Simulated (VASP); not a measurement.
All values below come from r2SCAN meta-GGA, VASP's PBE PAW potentials (set 64) (plane waves; VASP).

A VASP calculation is set up with these files.

**KPOINTS**
```
Automatic
0
gamma
6 6 4
```

KPOINTS_OPT:
```
k-points along high-symmetry lines
6
Line-mode
Reciprocal
  0.000000   0.000000   0.000000 ! GAMMA
  0.000000   0.500000   0.000000 ! X

  0.000000   0.500000   0.000000 ! X
  0.500000   0.500000   0.000000 ! M

  0.500000   0.500000   0.000000 ! M
  0.000000   0.000000   0.000000 ! GAMMA

  0.000000   0.000000   0.000000 ! GAMMA
  0.000000   0.000000   0.500000 ! Z

  0.000000   0.000000   0.500000 ! Z
  0.000000   0.500000   0.500000 ! R

  0.000000   0.500000   0.500000 ! R
  0.500000   0.500000   0.500000 ! A

  0.500000   0.500000   0.500000 ! A
  0.000000   0.000000   0.500000 ! Z

  0.000000   0.500000   0.000000 ! X
  0.000000   0.500000   0.500000 ! R

  0.500000   0.500000   0.000000 ! M
  0.500000   0.500000   0.500000 ! A
```

POSCAR:
```
InGaAs2
1
    4.1538199998     0.0000000000     0.0000000000
    0.0000000000     4.1538199998     0.0000000000
    0.0000000000     0.0000000000     5.9034582577
In Ga As
1 1 2
Direct
  0.0000000000   1.0000000000   0.5000000000
  0.5000000000   0.5000000000   0.0000000000
  0.5000000000   1.0000000000   0.7700420046
  1.0000000000   0.5000000000   0.2299579954
```

**INCAR**
```
! general
SYSTEM  = InGaAs2
PREC    = Accurate
ENCUT   = 400
LREAL   = .False.
LASPH   = .True.

! electronic loop
EDIFF   = 1E-7
NELM    = 100
ALGO    = Normal
LMAXMIX = 4
LMIXTAU = .True.

! smearing
ISMEAR  = -5

! functional
METAGGA = R2SCAN

! ions
ISIF    = 2

! output
LWAVE   = .False.
LCHARG  = .False.
LORBIT  = 11
NEDOS   = 601

! other
LEFG    = .True.
```

POTCAR, in this order: In_d Ga_d As (PBE.64 set). Program: vasp_std.

Output

**OUTCAR**
```
 ion  position               nearest neighbor table
   1  0.000  0.000  0.500-   3 2.62   4 2.62   4 2.62   3 2.62
   2  0.500  0.500  0.000-   3 2.48   4 2.48   3 2.48   4 2.48
   3  0.500  0.000  0.770-   2 2.48   2 2.48   1 2.62   1 2.62
   4  0.000  0.500  0.230-   2 2.48   2 2.48   1 2.62   1 2.62
  LATTYP: Found a simple tetragonal cell.
 ALAT       =     4.1538199998
 C/A-ratio  =     1.4212118623
 Subroutine PRICEL returns:
 Original cell was already a primitive cell.
 Subroutine GETGRP returns: Found  8 space group operations
The static configuration has the point symmetry D_2d.
The dynamic configuration has the point symmetry D_2d.
 Subroutine INISYM returns: Found  8 space group operations
 Subroutine IBZKPT returns following result:
 Found     30 irreducible k-points:

 Following reciprocal coordinates:
            Coordinates               Weight
  0.000000  0.000000  0.000000      1.000000
  0.166667  0.000000  0.000000      4.000000
  0.333333  0.000000  0.000000      4.000000
  0.500000  0.000000  0.000000      2.000000
  0.166667  0.166667  0.000000      4.000000
  0.333333  0.166667  0.000000      8.000000
  0.500000  0.166667  0.000000      4.000000
  0.333333  0.333333  0.000000      4.000000
  0.500000  0.333333  0.000000      4.000000
  0.500000  0.500000  0.000000      1.000000
  0.000000  0.000000  0.250000      2.000000
  0.166667  0.000000  0.250000      8.000000
  0.333333  0.000000  0.250000      8.000000
  0.500000  0.000000  0.250000      4.000000
  0.166667  0.166667  0.250000      8.000000
  0.333333  0.166667  0.250000     16.000000
  0.500000  0.166667  0.250000      8.000000
  0.333333  0.333333  0.250000      8.000000
  0.500000  0.333333  0.250000      8.000000
  0.500000  0.500000  0.250000      2.000000
  0.000000  0.000000  0.500000      1.000000
...
```

File OSZICAR:
```
       N       E                     dE             d eps       ncg     rms          rms(c)
DAV:   1     0.197733686692E+03    0.19773E+03   -0.15681E+04  1326   0.178E+03
DAV:   2    -0.438094480073E+02   -0.24154E+03   -0.23801E+03  1398   0.408E+02
DAV:   3    -0.696608519959E+02   -0.25851E+02   -0.25744E+02  1608   0.137E+02
DAV:   4    -0.704762436371E+02   -0.81539E+00   -0.81448E+00  1584   0.270E+01
DAV:   5    -0.705016801314E+02   -0.25436E-01   -0.25434E-01  1974   0.409E+00    0.722E+00
DAV:   6    -0.668057367873E+02    0.36959E+01   -0.25703E+00  1596   0.312E+01    0.371E+00
DAV:   7    -0.640487826312E+02    0.27570E+01   -0.78761E-01  1356   0.882E+00    0.156E+00
DAV:   8    -0.649102335873E+02   -0.86145E+00   -0.97412E-01  1344   0.730E+00    0.124E+00
DAV:   9    -0.649539332764E+02   -0.43700E-01   -0.73256E-02  1518   0.220E+00    0.654E-01
DAV:  10    -0.649733649523E+02   -0.19432E-01   -0.35387E-02  1530   0.176E+00    0.309E-01
DAV:  11    -0.650021048261E+02   -0.28740E-01   -0.36256E-02  1356   0.145E+00    0.131E-01
DAV:  12    -0.650032253089E+02   -0.11205E-02   -0.17014E-03  1566   0.305E-01    0.163E-01
DAV:  13    -0.650033159439E+02   -0.90635E-04   -0.55407E-05  1984   0.513E-02    0.189E-01
DAV:  14    -0.650025688114E+02    0.74713E-03   -0.19884E-03  1514   0.379E-01    0.187E-01
DAV:  15    -0.650016656113E+02    0.90320E-03   -0.22088E-03  1332   0.520E-01    0.172E-01
DAV:  16    -0.650033128623E+02   -0.16473E-02   -0.43432E-04  1380   0.177E-01    0.151E-01
DAV:  17    -0.650038250314E+02   -0.51217E-03   -0.27482E-04  1396   0.176E-01    0.145E-01
DAV:  18    -0.650039847495E+02   -0.15972E-03   -0.36857E-04  1544   0.163E-01    0.154E-01
DAV:  19    -0.650040239849E+02   -0.39235E-04   -0.11471E-04  1624   0.112E-01    0.191E-01
DAV:  20    -0.650040289180E+02   -0.49332E-05   -0.13692E-05  1674   0.283E-02    0.217E-01
DAV:  21    -0.650040285618E+02    0.35621E-06   -0.75424E-07  1700   0.517E-03    0.222E-01
DAV:  22    -0.650040284602E+02    0.10156E-06   -0.64911E-08   894   0.363E-03    0.227E-01
DAV:  23    -0.650040262367E+02    0.22235E-05   -0.11587E-06  1202   0.100E-02    0.199E-01
DAV:  24    -0.650040252902E+02    0.94651E-06   -0.75573E-07  1540   0.133E-02    0.183E-01
DAV:  25    -0.650040230541E+02    0.22361E-05   -0.23598E-06  1520   0.174E-02    0.120E-01
DAV:  26    -0.650040278232E+02   -0.47691E-05   -0.93118E-06  1722   0.365E-02    0.349E-02
DAV:  27    -0.650040287528E+02   -0.92962E-06   -0.14296E-06  1536   0.116E-02    0.587E-03
DAV:  28    -0.650040308080E+02   -0.20552E-05   -0.43911E-07  1122   0.688E-03    0.111E-02
DAV:  29    -0.650040308350E+02   -0.26937E-07   -0.19913E-07  1010   0.603E-03
   1 F= -.65004031E+02 E0= -.65004031E+02  d E =0.000000E+00
       N       E                     dE             ncg
       N       E                     dE             ncg
```

**OUTCAR**
```
------------------------ aborting loop because EDIFF is reached ----------------------------------------
  FORCE on cell =-STRESS in cart. coord.  units (eV):
  Direction    XX          YY          ZZ          XY          YZ          ZX
  --------------------------------------------------------------------------------------
  Total        0.0408721      0.0408721      0.0688361      0.0000000      0.0000000     -0.0000000
  in kB        0.6428884      0.6428884      1.0827424      0.0000000      0.0000000     -0.0000000
  external PRESSURE =       0.7895064 kB  Pullay stress =       0.0000000 kB
  volume of cell :      101.86
      direct lattice vectors                 reciprocal lattice vectors
     4.153820000  0.000000000  0.000000000     0.240742257  0.000000000  0.000000000
     0.000000000  4.153820000  0.000000000     0.000000000  0.240742257  0.000000000
     0.000000000  0.000000000  5.903458258     0.000000000  0.000000000  0.169392237
 POSITION                                       TOTAL-FORCE (eV/Angst)
 -----------------------------------------------------------------------------------
      0.00000      0.00000      2.95173         0.000000     -0.000000      0.000000
      2.07691      2.07691      0.00000        -0.000000      0.000000      0.000000
      2.07691      0.00000      4.54591         0.000000     -0.000000     -0.006646
      0.00000      2.07691      1.35755         0.000000     -0.000000      0.006646
 -----------------------------------------------------------------------------------
    total drift:                                0.000000      0.000000      0.000000
  FREE ENERGIE OF THE ION-ELECTRON SYSTEM (eV)
  ---------------------------------------------------
  free  energy   TOTEN  =       -65.0040308350 eV

  energy  without entropy=      -65.0040308350  energy(sigma->0) =      -65.00403083

 total charge

# of ion       s       p       d       tot
------------------------------------------
    1        0.836   0.779   9.889  11.505
    2        0.844   0.741   9.995  11.580
    3        1.209   1.616   0.026   2.852
    4        1.209   1.616   0.026   2.852
--------------------------------------------------
tot          4.099   4.753  19.936  28.788

 Electric field gradients after diagonalization (V/A^2)
 (convention: |V_zz| > |V_xx| > |V_yy|)
----------------------------------------------------------------------
 ion       V_xx      V_yy      V_zz     asymmetry (V_yy - V_xx)/ V_zz
----------------------------------------------------------------------
   1      11.099    11.099   -22.197       0.000
   2      -6.852    -6.852    13.703       0.000
   3      25.242     7.528   -32.771       0.541
   4      25.242     7.528   -32.771       0.541
```
(Selected blocks of OUTCAR.)

The structure comes from a computed database's InGaAs2 entry (P-4m2); how it stands against other phases isn't given here. It was relaxed first.
